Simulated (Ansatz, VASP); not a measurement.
# SiBPC: VASP beside Ansatz, part 2 of 3

One calculation is typed for both programs; each brings its own data sets. How far apart do they land? The cell is generated by rule, not measured, and may not be a known phase. The cell is taken from a series of runs on this material, whose earlier steps may have relaxed, scaled, displaced or heated it; both programs get it as it stands.

VASP 6.6.1 and Ansatz 0.2.0.

So far: The starting structure; VASP: relaxation of cell and atoms, PBEsol, pair 1.

## Step 3: Ansatz: relaxation of cell and atoms, PBEsol, pair 1

Level of this step: Ansatz beside VASP: Kohn-Sham DFT, plane waves, PBEsol (Ansatz).

Ansatz runs on its default PAW (the set named soft_2) files.

The same cell, functional, mesh and smearing now go to Ansatz, which takes its cutoff from its data sets.

File input.yaml:

```yaml
crystal:
  lattice:
    - [2.225, 2.225, 0.0]
    - [-2.225, 2.225, 0.0]
    - [0.0, 0.0, 8.9]
  atoms:
    - { symbol: B, position: [0.0, 0.0, 0.0] }
    - { symbol: B, position: [0.5, 0.5, 0.25] }
    - { symbol: C, position: [0.5, 0.0, 0.625] }
    - { symbol: C, position: [0.0, 0.5, 0.875] }
    - { symbol: P, position: [0.5, 0.0, 0.125] }
    - { symbol: P, position: [0.0, 0.5, 0.375] }
    - { symbol: Si, position: [0.0, 0.0, 0.5] }
    - { symbol: Si, position: [0.5, 0.5, 0.75] }
kpoints:
  mp_grid: { grid: [6, 6, 2] }
hamiltonian:
  xc: pbesol
scf:
  occupations: { method: gaussian, width: 0.1 }
output:
  forces: true
  stress: true
  eigenvalues: true
relax:
  adjacent_minimum: "off"
  f_tol: 0.05
  max_steps: 80
  cell: { stress_tol: 0.5 }
```

Run with:

```bash
> ansatz run input.yaml --threads 8 --pin off --max-ram 14336MiB --backend cpu --events-out ev --progress --plain --runs-dir out
```

Numbers of over 12 decimals in the logs are rounded to 6 here.

Output:

```text
The last accepted step is kept in <dir> (removed where the run ends without a failure and the disk answers)
Engine: ansatz 0.2.0, aarch64-unknown-linux-gnu
Pseudopotentials: kind: paw
Pseudopotential: B, paw, valence charge 3, recommended cutoff 420 eV (normal), B.paw.azcp
Pseudopotential: C, paw, valence charge 4, recommended cutoff 420 eV (normal), C.paw.azcp
Pseudopotential: P, paw, valence charge 5, recommended cutoff 420 eV (normal), P.paw.azcp
Pseudopotential: Si, paw, valence charge 4, recommended cutoff 420 eV (normal), Si.paw.azcp
Functional definition: PBEsol
  exchange = pbesol_x
  correlation = pbesol_c
Crystal: 8 atoms, lattice volume = 88.121 Å³
Basis set: ecut = 420 eV, 1717 PW (Γ), exchange–correlation on 48×48×120 points (8 copies of the dense FFT grid, shifted against one another)
Bands: 24, of which v1, the nominal top of the filled ones, is band 16 counted from 1 (15 counted from 0)
Symmetry: 4 space group operations
Space group: Pmm2 (ITA 25), of the structure as read, at distance tolerance 4.5e-5 Å
k-points: 32 of 72
Non-local potential: B, projectors of the file, l = 0: 2, l = 1: 2, l = 2: 1
Non-local potential: C, projectors of the file, l = 0: 2, l = 1: 2, l = 2: 1
Non-local potential: P, projectors of the file, l = 0: 2, l = 1: 2, l = 2: 2
Non-local potential: Si, projectors of the file, l = 0: 2, l = 1: 2, l = 2: 2
PAW form: soft (Blöchl's): semilocal exchange-correlation on the pseudo side does not see the compensation charge
PAW frozen core: B, regenerated for the run's functional, and the local potential with it (the file was generated under x = pbe(κ = 0.804, μ = 0.219515), c = pbe(β = 0.066725))
PAW frozen core: C, regenerated for the run's functional, and the local potential with it (the file was generated under x = pbe(κ = 0.804, μ = 0.219515), c = pbe(β = 0.066725))
PAW frozen core: P, regenerated for the run's functional, and the local potential with it (the file was generated under x = pbe(κ = 0.804, μ = 0.219515), c = pbe(β = 0.066725))
PAW frozen core: Si, regenerated for the run's functional, and the local potential with it (the file was generated under x = pbe(κ = 0.804, μ = 0.219515), c = pbe(β = 0.066725))
PAW one-centre angular grid: B, 110 points (default); XC on 64 Gauss nodes
PAW one-centre angular grid: C, 110 points (default); XC on 64 Gauss nodes
PAW one-centre angular grid: P, 110 points (default); XC on 64 Gauss nodes
PAW one-centre angular grid: Si, 110 points (default); XC on 64 Gauss nodes
Initial density: superposition of atomic densities (neutral atoms: chi_scale 0, normalization atom), corrected by the library's trained network
Initial wavefunctions: pseudopotential atomic-orbital guess
Functional: x = pbesol(κ = 0.804, μ = 0.123457), c = pbesol(β = 0.046)
SCF iter   1: F=—  HF=-3520.520276 eV  |F-HF|=—  |Δ(HF+E_count)|=         —  Δρ=8.56e-3  dr2=1.99e-1  ethr=1.77e-3  ⟨swp⟩=7.7  Hψ=4863  notcnv=0  defer=2
preconditioner: auto → Kerker (q_TF=auto, 2.304 Å⁻¹)  [metal: Δε(μ)=0.131 eV  Ē_g=10.805 eV  σ=0.100 eV  W_gap=0.48  n_scr=18 (ndim 8)  ℏωp=22.4 eV  f_vac=0.000  D(μ)=0.43/eV (n_scr^D=2)]
SCF iter   2: F=—  HF=-3520.496564 eV  |F-HF|=—  |Δ(HF+E_count)|=   2.37e-2  Δρ=3.75e-3  dr2=6.92e-2  ethr=6.23e-4  ⟨swp⟩=1.0  Hψ=1025  notcnv=0  defer=6
SCF iter   3: F=—  HF=-3520.487135 eV  |F-HF|=—  |Δ(HF+E_count)|=   9.43e-3  Δρ=1.37e-3  dr2=1.63e-2  ethr=2.16e-4  ⟨swp⟩=1.3  Hψ=688  notcnv=0  defer=6
SCF iter   4: F=—  HF=-3520.484515 eV  |F-HF|=—  |Δ(HF+E_count)|=   2.62e-3  Δρ=5.40e-4  dr2=1.22e-3  ethr=5.09e-5  ⟨swp⟩=2.0  Hψ=819  notcnv=0  defer=6
SCF iter   5: F=—  HF=-3520.484333 eV  |F-HF|=—  |Δ(HF+E_count)|=   1.82e-4  Δρ=1.74e-4  dr2=7.66e-5  ethr=3.80e-6  ⟨swp⟩=2.1  Hψ=894  notcnv=0  defer=8
SCF iter   6: F=—  HF=-3520.484341 eV  |F-HF|=—  |Δ(HF+E_count)|=   7.89e-6  Δρ=6.28e-5  dr2=7.20e-6  ethr=2.39e-7  ⟨swp⟩=2.6  Hψ=1201  notcnv=0  defer=65
SCF iter   7: F=—  HF=-3520.484341 eV  |F-HF|=—  |Δ(HF+E_count)|=   3.40e-7  Δρ=2.61e-5  dr2=8.39e-7  ethr=2.25e-8  ⟨swp⟩=2.0  Hψ=1088  notcnv=0  defer=72
SCF iter   8: F=-3520.484340 eV  HF=-3520.484341 eV  |F-HF|=8.14e-8  |Δ(HF+E_count)|=   6.13e-8  Δρ=4.14e-6  dr2=9.66e-8  ethr=3.13e-10  ⟨swp⟩=10.3  Hψ=4564  notcnv=0
SCF 1 converged in 8 iterations: F = -3520.484340 eV  dr2 = 9.66e-8
  greatest PAW one-centre occupation: 0.797 electrons in one spin orbital (limit 2), on the P atom at site 5 (counted from 0), in its partial waves of l = 0
relax step   1: F+E_penalty+E_count = -3520.48434045 eV  Δ(F+E_penalty+E_count) = +0.000e0 eV  max|allowed force component| = 9.838e0 eV/Å  Δτ_max = 0.0000 Å  P = +10.620 GPa  Ω = 88.121 Å³  (8 SCF iters, dr2 threshold 1.00e-7 eV, accepted)
[...]
relax step   4: F+E_penalty+E_count = -3522.91294102 eV  Δ(F+E_penalty+E_count) = -5.238e-2 eV  max|allowed force component| = 1.071e-1 eV/Å  Δτ_max = 0.0302 Å  P = -0.187 GPa  Ω = 88.975 Å³  energy of the carried Pulay correction = -1.056e-3 eV  (6 SCF iters, dr2 threshold 8.00e-7 eV, accepted)
[...]
relax step   5: F+E_penalty+E_count = -3522.91414043 eV  Δ(F+E_penalty+E_count) = -1.199e-3 eV  max|allowed force component| = 2.890e-2 eV/Å  Δτ_max = 0.0042 Å  P = +0.068 GPa  Ω = 88.870 Å³  energy of the carried Pulay correction = -9.261e-4 eV  (5 SCF iters, dr2 threshold 8.00e-7 eV, accepted)
[...]
relax step   6: F+E_penalty+E_count = -3522.91502665 eV  Δ(F+E_penalty+E_count) = -8.862e-4 eV  max|allowed force component| = 2.897e-2 eV/Å  Δτ_max = 0.0000 Å  P = +0.093 GPa  Ω = 88.870 Å³  stress off target by 2.15e-1 GPa  SCF on the basis re-selected at this cell (its energy is not comparable with the rows above)  (5 SCF iters)
basis re-selected at this cell: Δ(F+E_penalty+E_count) = -8.862e-4 eV, ΔP = +0.025 GPa vs the last step (what re-selecting the basis moved, of the pressure what is left beyond the Pulay correction that the steps carried, after the strain that the cell walked since its last selection, with what the two solves' SCF thresholds leave and, on support functions, any second-order correction that the steps lacked; it is no m [...]
SCF converged after 5 iterations
Free energy (F): -3522.915027 eV
Harris-Foulkes:  -3522.915027 eV  (|F-HF|=6.45e-10)
Internal energy: -3522.913038 eV  (E = F + TS)
E sigma→0 (E₀):  -3522.914032 eV
Entropy (-TS):   -0.001988 eV (-0.249 meV/atom)
Fermi energy:    9.937157 eV
--- Per-component energies (eV) ---
  E_band       = 98.030360
  E_kinetic    = 509.804251
  E_local      = -359.102162  (includes V_loc(G=0)·N_el)
  E_nonlocal   = 195.233265
  E_hartree    = 104.292159
  E_xc         = -396.609462
  E_vxc        = -417.636683  (∫ρ·V_xc dr)
  E_paw        = -2447.625390  (= ΣΔE_a)
  E_vpaw       = -38.852485  (= ΣTr[D̂ρ^β])
  E_aug_tail   = 0.000027  (compensation charges beyond the density's cutoff)
  E_ewald      = -1129.132663
  E_core_change = 0.226936  (= ΣΔE_core)
  E_smearing   = -0.001988  (= −TS)
  E_closure    = -0.000000  (closes the sum)
  Σ components = -3522.915027   (vs F -3522.915027, Δ=0.00e0)
--- Forces (eV/Å), atoms counted from 1 ---
  atom   1  B      0.00000000    -0.00000000    -0.02043749
  atom   2  B     -0.00000000     0.00000000     0.00732383
  atom   3  C     -0.00000000     0.00000000     0.00918523
  atom   4  C     -0.00000000     0.00000000     0.01437156
  atom   5  P     -0.00000000     0.00000000     0.00564722
  atom   6  P      0.00000000    -0.00000000    -0.02897082
  atom   7  Si    -0.00000000     0.00000000     0.00303379
  atom   8  Si    -0.00000000     0.00000000     0.00984704
  max |Σ_I F_I| component: 3.60e-7 eV/Å
--- Stress (GPa, compression-positive) ---
        0.081127       0.134092      -0.000000
        0.134092       0.081127       0.000000
       -0.000000       0.000000       0.117270
  P = ⅓ Tr σ = 0.0932 GPa (0.932 kbar)
--- Band table (eV; the first three rows and the last of 32) ---
  k-point 0: bands = [... 12 lower, 7.0988, 9.5658, 9.8640, 9.8929, 10.4750, 11.2601, 12.0115, 12.3231, ... 4 higher]
  k-point 1: bands = [... 12 lower, 7.8086, 8.8283, 9.4088, 9.5329, 10.6481, 11.4210, 12.0948, 12.1612, ... 4 higher]
  k-point 2: bands = [... 12 lower, 7.0339, 7.9438, 8.8022, 9.7445, 11.1730, 12.4655, 13.0462, 13.5143, ... 4 higher]
  k-point 31: bands = [... 12 lower, 4.9145, 4.9790, 5.3510, 5.5832, 10.8408, 11.5826, 11.7900, 12.3859, ... 4 higher]
--- Relaxed structure (5 steps of the walk, 5 accepted, 1 SCFs on fresh bases) ---
  F+E_penalty+E_count = -3522.91502665 eV   max|allowed force component| = 2.897e-2 eV/Å   (the final SCF, on the basis selected at the relaxed cell)
  cell:  # Å, volume = 88.8695 Å³
    - [2.228864, 2.228864, 0]
    - [-2.228785, 2.228785, 0]
    - [0, 0, 8.944808]
  atoms:
    - { symbol: B, position: [0, 0, -0.023802] }
    - { symbol: B, position: [0.5, 0.5, 0.233808] }
    - { symbol: C, position: [0.5, 0, 0.642946] }
    - { symbol: C, position: [0, 0.5, 0.881718] }
    - { symbol: P, position: [0.5, 0, 0.106742] }
    - { symbol: P, position: [0, 0.5, 0.359076] }
    - { symbol: Si, position: [0, 0, 0.530975] }
    - { symbol: Si, position: [0.5, 0.5, 0.768537] }
```

The column dr2 measures how far the density is from self-consistency, as an energy; F and HF (Harris–Foulkes) agree once it is small.

## Step 4: Side by side

Known differences besides the potentials themselves: the cutoff is 420 eV in Ansatz and 600 eV in VASP; Ansatz makes its cores anew for this functional, VASP keeps those of its PBE data sets; Ansatz adds a Pulay correction to the stress that steers its cell, VASP none. Total energies have different zeros and are not compared.

Compared:

```tsv
quantity	Ansatz	VASP	difference
volume (Å³)	88.87	88.97	-0.11 %
edge a after relaxation, in the typed setting (Å)	3.152	3.154	-0.07 %
edge b after relaxation, in the typed setting (Å)	3.152	3.151	+0.03 %
edge c after relaxation, in the typed setting (Å)	8.945	8.951	-0.07 %
```

## Step 5: VASP: relaxation of cell and atoms, PBEsol, pair 2

The relaxed volume is the usual yardstick between codes: in a stiff, nearly cubic crystal its relative difference is about their pressure difference at one cell divided by the bulk modulus.

File INCAR:

```
SYSTEM = SiBPC
PREC = Accurate
ENCUT = 600
EDIFF = 1E-07
NELM = 120
ISMEAR = 0
SIGMA = 0.01
LREAL = .FALSE.
ALGO = Normal
GGA = PS
NBANDS = 24
LORBIT = 11
LWAVE = .FALSE.
LCHARG = .FALSE.
ISIF = 3
IBRION = 2
NSW = 80
EDIFFG = -0.005
LASPH = .TRUE.
GGA_COMPAT = .FALSE.
NELMIN = 4
KPAR = 2
```

File POSCAR:

```
SiBPC
1.0
    2.2297620000      2.2297620000      0.0000000000
   -2.2271790000      2.2271790000      0.0000000000
    0.0000000000      0.0000000000      8.9486920000
B C P Si
2 2 2 2
Direct
    0.0000000000      0.0000000000      0.9761254494
    0.5000000000      0.5000000000      0.2338822255
    0.5000000000      0.0000000000      0.6429620105
    0.0000000000      0.5000000000      0.8817229378
    0.5000000000      0.0000000000      0.1066934698
    0.0000000000      0.5000000000      0.3589657572
    0.0000000000      0.0000000000      0.5308888718
    0.5000000000      0.5000000000      0.7687593896
```

File KPOINTS:

```
Automatic mesh
0
Gamma
12 12 4
0 0 0
```

PAW data sets: B, C, P and Si (PBE family, release 64).

Run with:

```bash
> mpirun -np 2 vasp_std
```

Output:

```text
[banner, memory and clock lines left out]
running    2 mpi-ranks, on    1 nodes
[...]
[... a notice as in an earlier step ...]

 LDA part: xc-table for (Slater+PW92), standard interpolation
 POSCAR, INCAR and KPOINTS ok, starting setup
[...]
entering main loop
       N       E                     dE             d eps       ncg     rms          rms(c)
DAV:   1     0.905986434642E+02    0.90599E+02   -0.15442E+04  7056   0.133E+03
DAV:   2    -0.544814443433E+02   -0.14508E+03   -0.13548E+03  9552   0.212E+02
DAV:   3    -0.618273748640E+02   -0.73459E+01   -0.72623E+01  9392   0.455E+01
DAV:   4    -0.619366208443E+02   -0.10925E+00   -0.10907E+00  8872   0.634E+00
[...]
DAV:  13    -0.575436864745E+02   -0.28289E-05   -0.19604E-05  9728   0.258E-02    0.201E-02
DAV:  14    -0.575436859835E+02    0.49094E-06   -0.74727E-06  8992   0.158E-02    0.327E-03
DAV:  15    -0.575436859526E+02    0.30947E-07   -0.95808E-07  8784   0.610E-03
   1 F= -.57543686E+02 E0= -.57543686E+02  d E =-.575437E+02
[...]
DAV:   6    -0.575436817681E+02    0.37185E-06   -0.11777E-07  5496   0.207E-03    0.110E-03
DAV:   7    -0.575436816704E+02    0.97666E-07   -0.36636E-08  4672   0.119E-03
   2 F= -.57543682E+02 E0= -.57543682E+02  d E =0.428217E-05
 trial-energy change:    0.000004  1 .order    0.000001   -0.000175    0.000178
 step:   0.4838(harm=  0.4960)  dis= 0.00038  next Energy=   -57.543728 (dE=-0.421E-04)
[...]
N       E                     dE             d eps       ncg     rms          rms(c)
DAV:   1    -0.575437444154E+02   -0.62647E-04   -0.16009E-03  8560   0.243E-01    0.317E-02
DAV:   2    -0.575437331924E+02    0.11223E-04   -0.63945E-05  8920   0.467E-02    0.187E-02
DAV:   3    -0.575437282978E+02    0.48946E-05   -0.72503E-06  8888   0.146E-02    0.779E-03
DAV:   4    -0.575437278016E+02    0.49620E-06   -0.22006E-06  8856   0.803E-03    0.284E-03
DAV:   5    -0.575437279440E+02   -0.14247E-06   -0.18392E-07  6776   0.259E-03    0.205E-03
DAV:   6    -0.575437280993E+02   -0.15531E-06   -0.34225E-08  4592   0.111E-03    0.527E-04
DAV:   7    -0.575437281392E+02   -0.39914E-07   -0.96498E-09  4328   0.634E-04
   3 F= -.57543728E+02 E0= -.57543728E+02  d E =-.421867E-04
[...]
reached required accuracy - stopping structural energy minimisation
```

OUTCAR, selected parts (step 5):

```text
  Total       -0.0023221     -0.0023221      0.0164146     -0.0030668      0.0000000      0.0000000
  in kB       -0.0418321     -0.0418321      0.2957016     -0.0552462      0.0000000      0.0000000
  external PRESSURE =       0.0706791 kB  Pullay stress =       0.0000000 kB

 POSITION                                       TOTAL-FORCE (eV/Angst)
 -----------------------------------------------------------------------------------
      0.00000      0.00000      8.73700         0.000000     -0.000000      0.002261
      0.00160      2.22893      2.09332         0.000000     -0.000000      0.001679
      1.11526      1.11526      5.75532        -0.000000      0.000000     -0.003472
     -1.11367      1.11367      7.89254         0.000000     -0.000000      0.002121
      1.11526      1.11526      0.95525         0.000000     -0.000000      0.001649
     -1.11367      1.11367      3.21309         0.000000     -0.000000     -0.004187
      0.00000      0.00000      4.75154         0.000000     -0.000000     -0.001882
      0.00160      2.22893      6.88075         0.000000     -0.000000      0.001830
 -----------------------------------------------------------------------------------
    total drift:                                0.000000     -0.000000     -0.000002

  FREE ENERGIE OF THE ION-ELECTRON SYSTEM (eV)
  ---------------------------------------------------
  free  energy   TOTEN  =       -57.5437281392 eV

  energy  without entropy=      -57.5437280606  energy(sigma->0) =      -57.54372810

[... 1 part as in an earlier step ...]

[... 3 further parts left out ...]
[key lines of the parts left out:]
E-fermi :   8.3169
```

## Step 6: Ansatz: relaxation of cell and atoms, PBEsol, pair 2

The same cell, functional, mesh and smearing now go to Ansatz, which takes its cutoff from its data sets.

The cell is taken from a series of runs on this material, whose earlier steps may have relaxed, scaled, displaced or heated it; both programs get it as it stands.

File input.yaml:

```yaml
crystal:
  lattice:
    - [2.2297621852, 2.2297621852, 0.0]
    - [-2.2271787112, 2.2271787112, 0.0]
    - [0.0, 0.0, 8.9486922626]
  atoms:
    - { symbol: B, position: [0.0, 0.0, -0.0238745698] }
    - { symbol: B, position: [0.5, 0.5, 0.2338822286] }
    - { symbol: C, position: [0.5, 0.0, 0.642961993] }
    - { symbol: C, position: [0.0, 0.5, 0.8817229042] }
    - { symbol: P, position: [0.5, 0.0, 0.1066934689] }
    - { symbol: P, position: [0.0, 0.5, 0.3589657759] }
    - { symbol: Si, position: [0.0, 0.0, 0.5308888608] }
    - { symbol: Si, position: [0.5, 0.5, 0.7687593384] }
kpoints:
  mp_grid: { grid: [12, 12, 4] }
hamiltonian:
  xc: pbesol
scf:
  occupations: { method: gaussian, width: 0.01 }
output:
  forces: true
  stress: true
  eigenvalues: true
relax:
  adjacent_minimum: "off"
  f_tol: 0.001
  max_steps: 60
  cell: { stress_tol: 0.01 }
```

Run with:

```bash
> ansatz run input.yaml --threads 8 --pin off --max-ram 14336MiB --backend cpu --events-out ev --progress --plain --runs-dir out
```

Output:

```text
[...]
Crystal: 8 atoms, lattice volume = 88.880 Å³
Basis set: ecut = 420 eV, 1717 PW (Γ), exchange–correlation on 48×48×120 points (8 copies of the dense FFT grid, shifted against one another)
Bands: 24, of which v1, the nominal top of the filled ones, is band 16 counted from 1 (15 counted from 0)
Symmetry: 4 space group operations
[...]
k-points: 147 of 576 (time reversal used)
[...]
- [2.229755, 2.229755, 0]
    - [-2.227037, 2.227037, 0]
    - [0, 0, 8.948923]
  atoms:
    - { symbol: B, position: [0, 0, -0.023878] }
    - { symbol: B, position: [0.500000, 0.5, 0.233885] }
    - { symbol: C, position: [0.500000, 0, 0.642963] }
    - { symbol: C, position: [0, 0.5, 0.881721] }
    - { symbol: P, position: [0.500000, 0, 0.106689] }
    - { symbol: P, position: [0, 0.5, 0.358962] }
    - { symbol: Si, position: [0, 0, 0.530898] }
    - { symbol: Si, position: [0.500000, 0.5, 0.768761] }
[key lines of the parts left out:]
SCF converged after 7 iterations
Free energy (F): -3522.946570 eV
Fermi energy:    9.918568 eV
P = ⅓ Tr σ = -0.0019 GPa (-0.019 kbar)
```

## Step 7: Differences

The two programs side by side:

```tsv
quantity	Ansatz	VASP	difference
volume (Å³)	88.88	88.94	-0.07 %
edge a after relaxation, in the typed setting (Å)	3.153	3.154	-0.03 %
edge b after relaxation, in the typed setting (Å)	3.150	3.150	-0.01 %
edge c after relaxation, in the typed setting (Å)	8.949	8.951	-0.02 %
```

(Continued in part 3 of 3.)

[Lines on the potential files, build, host, timing and source positions are cut from VASP's logs without a mark.]

[Logs are printed without paths, hosts, clocks, repeated set-up lines and the standing remarks that a program may print on its own settings, such as how far it seeks lower states.]

[Hosts, paths, dates, database ids (printed as entryN), source tags and the programs' standing remarks are cut or masked in the printed files.]
